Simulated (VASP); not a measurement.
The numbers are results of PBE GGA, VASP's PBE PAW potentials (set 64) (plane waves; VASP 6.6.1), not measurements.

The input files of a VASP run:

INCAR:
```
ALGO = Fast
EDIFF = 1E-5
EDIFFG = -0.03
ENCUT = 400
GGA = PE
IBRION = 2
ISIF = 2
ISMEAR = 0
ISYM = 0
LASPH = .True.
LCHARG = .False.
LREAL = Auto
LWAVE = .False.
NELECT = 256.0
NELM = 100
NELMIN = 4
NSW = 70
PREC = Normal
SIGMA = 0.05
SYSTEM = Mg31FO31
```

POSCAR:
```
Mg31FO31
1.0
  8.4869590160   0.0000000000   0.0000000000
  0.0000000000   8.4869590160   0.0000000000
  0.0000000000   0.0000000000   8.4869590160
Mg O F
31 31 1
Cartesian
  4.2434795080   0.0000000000   0.0000000000
  6.3570038857   2.0963467726  -0.0419255775
  6.3652192620   0.0000000000   2.1217397540
  0.0000000000   0.0000000000   0.0000000000
  2.1661435236   2.1523522152   0.0487236317
  6.3335204701   6.3393255500   0.0376396632
  2.1217397540   0.0000000000   2.1217397540
  4.2119674292   2.1406571856   2.1422527339
  6.3791378748   4.2396179416   2.0766909755
  4.2434795080   0.0000000000   4.2434795080
  6.3652192620   2.1217397540   4.2434795080
  6.3652192620   0.0000000000   6.3652192620
  0.0000000000   4.2434795080   0.0000000000
  2.1274090426   6.3453258301   0.0474505879
  0.0000000000   2.1217397540   2.1217397540
  2.1207892146   4.2567955467   2.0751718099
  4.2694920374   6.3412605767   2.0815115683
  0.0000000000   0.0000000000   4.2434795080
  2.1217397540   2.1217397540   4.2434795080
  4.2434795080   4.2434795080   4.2434795080
  6.3652192620   6.3652192620   4.2434795080
  2.1217397540   0.0000000000   6.3652192620
  4.2434795080   2.1217397540   6.3652192620
  6.3652192620   4.2434795080   6.3652192620
  0.0000000000   6.3652192620   2.1217397540
  0.0000000000   4.2434795080   4.2434795080
  2.1217397540   6.3652192620   4.2434795080
  0.0000000000   2.1217397540   6.3652192620
  2.1217397540   4.2434795080   6.3652192620
  4.2434795080   6.3652192620   6.3652192620
  0.0000000000   6.3652192620   6.3652192620
  6.3652192620   2.1217397540   2.1217397540
  0.0000000000   4.2434795080   2.1217397540
  0.0000000000   2.1217397540   4.2434795080
  2.1217397540   2.1217397540   2.1217397540
  6.3652192620   6.3652192620   2.1217397540
  0.0000000000   0.0000000000   2.1217397540
  4.2434795080   2.1217397540   4.2434795080
  6.3652192620   4.2434795080   4.2434795080
  0.0000000000   6.3652192620   4.2434795080
  6.3652192620   2.1217397540   6.3652192620
  0.0000000000   4.2434795080   6.3652192620
  0.0000000000   2.1217397540   0.0000000000
  2.1217397540   6.3652192620   2.1217397540
  4.2434795080   0.0000000000   2.1217397540
  2.1217397540   4.2434795080   4.2434795080
  4.2434795080   6.3652192620   4.2434795080
  6.3652192620   0.0000000000   4.2434795080
  2.1217397540   2.1217397540   6.3652192620
  4.2434795080   4.2434795080   6.3652192620
  6.3652192620   6.3652192620   6.3652192620
  0.0000000000   0.0000000000   6.3652192620
  4.2667507496   2.1420405600   0.0227111023
  6.3998036200   4.2581110253  -0.0198849450
  0.0000000000   6.3652192620   0.0000000000
  2.1217397540   0.0000000000   4.2434795080
  2.1217397540   6.3652192620   6.3652192620
  4.2434795080   0.0000000000   6.3652192620
  2.1282322776   4.1976669032   0.0141562476
  4.2350604447   6.3892543299   0.0084954460
  6.3652192620   0.0000000000   0.0000000000
  2.1217397540   0.0000000000   0.0000000000
  4.2101766808   4.2456012478   2.1666442542
```

**KPOINTS**
```
Automatic mesh
0
Gamma
1 1 1
0 0 0
```

POTCAR, in this order: Mg O F (PBE.64 set). Program: vasp_gam.

Output

OUTCAR:
```
 ion  position               nearest neighbor table
   1  0.500  0.000  0.000-  60 2.10  58 2.12  45 2.12  61 2.12  62 2.12  53 2.14   2 2.98  17 2.99
                             5 2.99   6 3.00   7 3.00  12 3.00   3 3.00  22 3.00  23 3.00  30 3.00
   2  0.749  0.247  0.995-  41 2.08  53 2.09  61 2.10  43 2.13  54 2.16  32 2.16  12 2.95  23 2.97
                            28 2.98   1 2.98   4 2.99  24 2.99   3 3.01   9 3.01  13 3.02  15 3.04
   3  0.750  0.000  0.250-  32 2.12  36 2.12  37 2.12  45 2.12  48 2.12  61 2.12   6 2.99  17 3.00
                            21 3.00  25 3.00   1 3.00  10 3.00  11 3.00  15 3.00   4 3.00  18 3.00
   4  0.000  0.000  0.000-  37 2.12  43 2.12  52 2.12  55 2.12  61 2.12  62 2.12   2 2.99  28 3.00
                            31 3.00   3 3.00   7 3.00  12 3.00  15 3.00  22 3.00  25 3.00  14 3.02
   5  0.255  0.254  0.006-  59 2.05  35 2.07  53 2.10  62 2.15  43 2.17  49 2.17  16 2.92   8 2.93
                             7 2.99   1 2.99  15 3.00  23 3.00  13 3.01  29 3.01   4 3.05  22 3.06
   6  0.746  0.747  0.004-  54 2.08  36 2.08  60 2.10  61 2.15  55 2.15  51 2.16  17 2.90   9 2.93
                             3 2.99  25 3.00   1 3.00  13 3.01  30 3.01  24 3.01   4 3.04  12 3.05
   7  0.250  0.000  0.250-  35 2.12  37 2.12  44 2.12  45 2.12  56 2.12  62 2.12  14 2.98   5 2.99
                             8 2.99  25 3.00  27 3.00   4 3.00  10 3.00   1 3.00  15 3.00  18 3.00
   8  0.496  0.252  0.252-  35 2.09  38 2.10  63 2.11  53 2.12  45 2.14  32 2.15   5 2.93  19 2.96
                            20 2.97  16 2.98   7 2.99  10 3.00  11 3.01   9 3.02   1 3.03   3 3.04
   9  0.752  0.500  0.245-  54 2.10  33 2.11  32 2.12  36 2.13  39 2.17  63 2.17   6 2.93  13 2.96
                            17 2.98  15 2.99  25 2.99   2 3.01   8 3.02  26 3.02  11 3.03  21 3.04
  10  0.500  0.000  0.500-  38 2.12  45 2.12  47 2.12  48 2.12  56 2.12  58 2.12   8 3.00  22 3.00
                            23 3.00  27 3.00  30 3.00   7 3.00   3 3.00  11 3.00  12 3.00  19 3.00
  11  0.750  0.250  0.500-  32 2.12  34 2.12  38 2.12  39 2.12  41 2.12  48 2.12  23 3.00  24 3.00
                            26 3.00  28 3.00   3 3.00  10 3.00  12 3.00  15 3.00  18 3.00  20 3.00
  12  0.750  0.000  0.750-  41 2.12  48 2.12  51 2.12  52 2.12  58 2.12  61 2.12   2 2.95  23 3.00
                            28 3.00  30 3.00  31 3.00   1 3.00   4 3.00  10 3.00  11 3.00  18 3.00
...
```

### OSZICAR
```
       N       E                     dE             d eps       ncg     rms          rms(c)
DAV:   1     0.230597892817E+04    0.23060E+04   -0.12263E+05   328   0.126E+03
DAV:   2    -0.150752784200E+03   -0.24567E+04   -0.23408E+04   480   0.329E+02
DAV:   3    -0.412660738877E+03   -0.26191E+03   -0.26004E+03   368   0.115E+02
DAV:   4    -0.417730691653E+03   -0.50700E+01   -0.50594E+01   368   0.175E+01
DAV:   5    -0.417792742219E+03   -0.62051E-01   -0.62033E-01   360   0.192E+00    0.401E+01
RMM:   6    -0.366659050029E+03    0.51134E+02   -0.23123E+02   320   0.315E+01    0.122E+01
RMM:   7    -0.367380655639E+03   -0.72161E+00   -0.16105E+01   320   0.738E+00    0.828E+00
RMM:   8    -0.367037781395E+03    0.34287E+00   -0.20296E+00   320   0.437E+00    0.109E+00
RMM:   9    -0.367056895386E+03   -0.19114E-01   -0.37490E-01   324   0.124E+00    0.620E-01
RMM:  10    -0.367063080645E+03   -0.61853E-02   -0.99340E-02   320   0.648E-01    0.297E-01
RMM:  11    -0.367067226809E+03   -0.41462E-02   -0.19418E-02   327   0.281E-01    0.600E-02
RMM:  12    -0.367067654059E+03   -0.42725E-03   -0.33551E-03   332   0.105E-01    0.245E-02
RMM:  13    -0.367067705690E+03   -0.51631E-04   -0.50754E-04   313   0.400E-02    0.144E-02
RMM:  14    -0.367067715329E+03   -0.96389E-05   -0.94076E-05   291   0.203E-02
   1 F= -.36706772E+03 E0= -.36706772E+03  d E =-.367068E+03
       N       E                     dE             d eps       ncg     rms          rms(c)
DAV:   1    -0.368108869055E+03   -0.10412E+01   -0.32507E+02   320   0.474E+01    0.244E+00
RMM:   2    -0.368608426566E+03   -0.49956E+00   -0.72610E+00   320   0.678E+00    0.154E+00
RMM:   3    -0.368535873546E+03    0.72553E-01   -0.41115E-01   320   0.176E+00    0.126E+00
RMM:   4    -0.368447810681E+03    0.88063E-01   -0.65970E-01   320   0.161E+00    0.781E-01
RMM:   5    -0.368437639279E+03    0.10171E-01   -0.37453E-02   320   0.444E-01    0.535E-01
RMM:   6    -0.368435680435E+03    0.19588E-02   -0.12526E-01   321   0.655E-01    0.466E-01
RMM:   7    -0.368433092362E+03    0.25881E-02   -0.79346E-03   320   0.187E-01    0.344E-01
RMM:   8    -0.368432852158E+03    0.24020E-03   -0.42496E-02   326   0.398E-01    0.268E-01
RMM:   9    -0.368430973807E+03    0.18784E-02   -0.43418E-03   320   0.135E-01    0.983E-02
RMM:  10    -0.368430880222E+03    0.93585E-04   -0.17880E-03   317   0.803E-02    0.106E-02
RMM:  11    -0.368430895928E+03   -0.15706E-04   -0.15079E-04   279   0.238E-02    0.567E-03
RMM:  12    -0.368430901087E+03   -0.51590E-05   -0.58304E-05   234   0.109E-02
   2 F= -.36843090E+03 E0= -.36843090E+03  d E =-.136319E+01
       N       E                     dE             d eps       ncg     rms          rms(c)
DAV:   1    -0.368431808745E+03   -0.91282E-03   -0.22757E-01   376   0.133E+00    0.607E-02
RMM:   2    -0.368432044715E+03   -0.23597E-03   -0.42290E-03   320   0.173E-01    0.380E-02
RMM:   3    -0.368431974470E+03    0.70245E-04   -0.24301E-04   320   0.436E-02    0.282E-02
RMM:   4    -0.368431910389E+03    0.64081E-04   -0.33581E-04   306   0.359E-02    0.117E-02
RMM:   5    -0.368431908031E+03    0.23580E-05   -0.42882E-05   242   0.134E-02
   3 F= -.36843191E+03 E0= -.36843191E+03  d E =-.136419E+01
       N       E                     dE             d eps       ncg     rms          rms(c)
DAV:   1    -0.368518738167E+03   -0.86828E-01   -0.37751E+01   352   0.167E+01    0.822E-01
RMM:   2    -0.368577751960E+03   -0.59014E-01   -0.70776E-01   320   0.213E+00    0.378E-01
RMM:   3    -0.368574831476E+03    0.29205E-02   -0.40013E-02   320   0.551E-01    0.269E-01
RMM:   4    -0.368571547978E+03    0.32835E-02   -0.19125E-02   320   0.299E-01    0.703E-02
RMM:   5    -0.368571579343E+03   -0.31365E-04   -0.15556E-03   321   0.934E-02    0.372E-02
RMM:   6    -0.368571601340E+03   -0.21997E-04   -0.58710E-04   320   0.489E-02    0.235E-02
RMM:   7    -0.368571596965E+03    0.43753E-05   -0.10481E-04   274   0.201E-02    0.108E-02
RMM:   8    -0.368571600691E+03   -0.37267E-05   -0.49449E-05   247   0.143E-02
   4 F= -.36857160E+03 E0= -.36857160E+03  d E =-.139693E+00
       N       E                     dE             d eps       ncg     rms          rms(c)
DAV:   1    -0.368577036232E+03   -0.54393E-02   -0.12333E+01   352   0.957E+00    0.466E-01
RMM:   2    -0.368595662737E+03   -0.18627E-01   -0.22517E-01   320   0.121E+00    0.213E-01
RMM:   3    -0.368594625146E+03    0.10376E-02   -0.12891E-02   320   0.312E-01    0.148E-01
RMM:   4    -0.368593597425E+03    0.10277E-02   -0.58964E-03   320   0.166E-01    0.340E-02
RMM:   5    -0.368593620723E+03   -0.23298E-04   -0.52561E-04   319   0.536E-02    0.164E-02
RMM:   6    -0.368593629125E+03   -0.84023E-05   -0.13803E-04   298   0.229E-02    0.962E-03
RMM:   7    -0.368593630562E+03   -0.14372E-05   -0.33477E-05   228   0.113E-02
   5 F= -.36859363E+03 E0= -.36859363E+03  d E =-.161723E+00
       N       E                     dE             d eps       ncg     rms          rms(c)
DAV:   1    -0.368603965014E+03   -0.10336E-01   -0.37380E+00   352   0.563E+00    0.280E-01
RMM:   2    -0.368610222353E+03   -0.62573E-02   -0.80575E-02   320   0.765E-01    0.142E-01
RMM:   3    -0.368609748113E+03    0.47424E-03   -0.43184E-03   320   0.191E-01    0.104E-01
RMM:   4    -0.368609272808E+03    0.47530E-03   -0.27530E-03   320   0.117E-01    0.344E-02
RMM:   5    -0.368609253612E+03    0.19197E-04   -0.28862E-04   316   0.379E-02    0.130E-02
RMM:   6    -0.368609258527E+03   -0.49147E-05   -0.87701E-05   271   0.173E-02
   6 F= -.36860926E+03 E0= -.36860926E+03  d E =-.156280E-01
       N       E                     dE             d eps       ncg     rms          rms(c)
DAV:   1    -0.368609598255E+03   -0.34464E-03   -0.18805E-01   384   0.126E+00    0.637E-02
RMM:   2    -0.368609898193E+03   -0.29994E-03   -0.40181E-03   320   0.171E-01    0.316E-02
RMM:   3    -0.368609871928E+03    0.26264E-04   -0.22510E-04   320   0.430E-02    0.229E-02
RMM:   4    -0.368609848846E+03    0.23082E-04   -0.13697E-04   300   0.258E-02    0.694E-03
RMM:   5    -0.368609848574E+03    0.27234E-06   -0.14714E-05   197   0.844E-03
   7 F= -.36860985E+03 E0= -.36860985E+03  d E =-.162180E-01
       N       E                     dE             d eps       ncg     rms          rms(c)
DAV:   1    -0.368611123199E+03   -0.12744E-02   -0.67368E-01   352   0.240E+00    0.115E-01
RMM:   2    -0.368612248985E+03   -0.11258E-02   -0.13639E-02   320   0.322E-01    0.527E-02
RMM:   3    -0.368612178182E+03    0.70803E-04   -0.72142E-04   320   0.802E-02    0.380E-02
RMM:   4    -0.368612112533E+03    0.65649E-04   -0.34888E-04   320   0.418E-02    0.913E-03
RMM:   5    -0.368612112603E+03   -0.69704E-07   -0.33714E-05   225   0.135E-02
   8 F= -.36861211E+03 E0= -.36861211E+03  d E =-.226403E-02
```

### OUTCAR
```
------------------------ aborting loop because EDIFF is reached ----------------------------------------
  FORCE on cell =-STRESS in cart. coord.  units (eV):
  Direction    XX          YY          ZZ          XY          YZ          ZX
  --------------------------------------------------------------------------------------
  Total       -8.9131575     -8.9617051    -10.7696543     -0.0246187     -0.0064753     -0.0424210
  in kB      -23.3606997    -23.4879393    -28.2264350     -0.0645237     -0.0169713     -0.1111821
  external PRESSURE =     -25.0250247 kB  Pullay stress =       0.0000000 kB
  volume of cell :      611.30
      direct lattice vectors                 reciprocal lattice vectors
     8.486959016  0.000000000  0.000000000     0.117827834  0.000000000  0.000000000
     0.000000000  8.486959016  0.000000000     0.000000000  0.117827834  0.000000000
     0.000000000  0.000000000  8.486959016     0.000000000  0.000000000  0.117827834
  FREE ENERGIE OF THE ION-ELECTRON SYSTEM (eV)
  ---------------------------------------------------
  free  energy   TOTEN  =      -368.6121126027 eV

  energy  without entropy=     -368.6121126027  energy(sigma->0) =     -368.61211260

 reached required accuracy - stopping structural energy minimisation
```
(Selected blocks of OUTCAR.)

### CONTCAR
```
Mg31FO31
   1.00000000000000
     8.4869590160000001    0.0000000000000000    0.0000000000000000
     0.0000000000000000    8.4869590160000001    0.0000000000000000
     0.0000000000000000    0.0000000000000000    8.4869590160000001
  Mg              O               F
    31    31     1
Direct
     0.5001049914030946    0.0001791805910589    0.9976416780830542
     0.7436727435148095    0.2563759217876915    0.9996086294738039
     0.7502155900982600    0.0000507127294517    0.2480668516875230
     0.0002106691988897    0.9999520399374093    0.9992878121946343
     0.2571139291843011    0.2566269881998405    0.0002201373073021
     0.7434758164570052    0.7433570140921616    0.9996729645827023
     0.2498043450320857    0.9998810304536742    0.2483761204817531
     0.5001578008505031    0.2420135590844643    0.2440070145313129
     0.7582624064284230    0.4996716949293742    0.2430435332390881
     0.4999717137831637    0.9999098614175045    0.5020598041595347
     0.7486032988997127    0.2515501209216551    0.5004048175175975
     0.7488100037650741    0.9998148644950210    0.7516688102943291
     0.0003520504044634    0.4997477081064771    0.9970655642576763
     0.2566531102294360    0.7433357749704643    0.0000720635988756
     0.0001560923714611    0.2495690975512327    0.2480549022026630
     0.2418091090599555    0.5000147480854850    0.2438242244975438
     0.5000086214386671    0.7579766903233660    0.2436438977179511
     0.0000050213213751    0.9999553954933794    0.5009153684908437
     0.2514707645684306    0.2515165604174791    0.5005142166996432
     0.4999772645292148    0.5001267196651940    0.5075563374957677
     0.7484659245641945    0.7482802469106230    0.5000950334882703
     0.2512938174633945    0.0000063368737058    0.7520911327219943
     0.5001318644872459    0.2570845722909403    0.7587762998105848
     0.7430627992764496    0.4999921906872301    0.7584460324539618
     0.9998197386938941    0.7502307550374603    0.2480723264123777
     0.9999809262685568    0.5000062089378525    0.5018085523640441
     0.2514767319399260    0.7484604961069730    0.5004500951360213
     0.0002944622931967    0.2510239513149010    0.7518878463982797
     0.2571683947866155    0.4999501009054673    0.7587763565978888
     0.4998765785956898    0.7430091349047020    0.7589489257493919
     0.0001411075030588    0.7488037887034497    0.7519361329906435
     0.7475238512595167    0.2525950711272351    0.2500937868885931
     0.0000538184181276    0.4998675519877233    0.2534877294084422
     0.0000807071106806    0.2495232376924174    0.4991569293942409
     0.2526041857604016    0.2525590196948780    0.2503860132150426
     0.7473639456325654    0.7470386174270056    0.2498378913036736
     0.9999174499938197    0.9999447885504508    0.2515253542196165
     0.5000076256963976    0.2512766768986625    0.4951023224527649
     0.7488238133378784    0.4999329142024417    0.4947136885067783
     0.9999432992133537    0.7504092020412930    0.4990846664662171
     0.7495889280636342    0.2504002380790394    0.7493674964436315
     0.0002556463551197    0.4999383702284378    0.7462741275544185
     0.0000998707441634    0.2472771012366419    0.0007130692946065
     0.2525665784612484    0.7474537952453947    0.2502464444888974
     0.5001144981244867    0.9999790655786646    0.2538615621663626
     0.2510895584550928    0.5000704340728717    0.4951336675603183
     0.5000048855941295    0.7488252726621161    0.4950271045994467
     0.7504268593717995    0.9998894970700013    0.4989709596328463
     0.2507656395223298    0.2505114651680649    0.7497777410337800
     0.5000843133029629    0.5000783880427877    0.7379238420286118
     0.7494993532627648    0.7494052341396183    0.7494905154944641
     0.0001499275343423    0.9998946487405065    0.7486506532897201
     0.5004039271752653    0.2352646018628831    0.0027198087905772
     0.7652125771544315    0.4998286855922446    0.0019233246517954
     0.0003210395730525    0.7525619890503136    0.0007890425231470
     0.2495588212881630    0.9998886364088091    0.4992622591970977
     0.2505812174873381    0.7495130656124470    0.7497418853089194
     0.4999954698528186    0.0000979697592825    0.7465504046736859
     0.2353894713747546    0.4999047750059448    0.0025362475737868
     0.5000013627076553    0.7649771131932021    0.0025089663267237
     0.7526712804007417    0.9997892491101182    0.0007046500426890
     0.2476610434794903    0.0002983859650633    0.0010522855178140
     0.4994343458809302    0.5000714726277584    0.2623940773142424
```

At this cut-off the stress carries a Pulay error, which pulls relaxed volumes low. The cell is charged, with a uniform compensating background. The supercell is sampled at Γ alone, which is coarse: total energies, pressure and levels can be off, energies of defects by several tenths of an eV.

The cell is a supercell with a defect, built from MgO (rock salt): F_O-vac_Mg, charge -1. The run is not spin-polarised, so no state with unpaired spins was tried.
